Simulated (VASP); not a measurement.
Here is the system:

```
CdI2
1.0
    2.16240    -3.74539     0.00000
    2.16240     3.74539     0.00000
    0.00000     0.00000     6.99720
Cd I
1 2
Direct
  0.00000   0.00000   0.00000
  0.33333   0.66667   0.24900
  0.66667   0.33333   0.75100
```

These are PBE GGA, VASP's PBE PAW potentials (set 64) (plane waves; VASP) values and carry that method's errors. Numerical set-up: 400 eV cut-off, 5×5×3 Γ-centred mesh, first-order Methfessel-Paxton smearing of 0.020 eV, potentials Cd I.

**Question.** Estimate the energy per atom (σ→0).

**Answer.** 
energy per atom (σ→0): -1.839 eV/atom

Only differences to runs with the same potentials and settings are physical.

The compound is CdI2 in the 1T layered structure. The cell was not relaxed at this level. The run is one of a series of settings (ISMEAR = 1, SIGMA = 0.02 against the base run), some of them coarse on purpose.
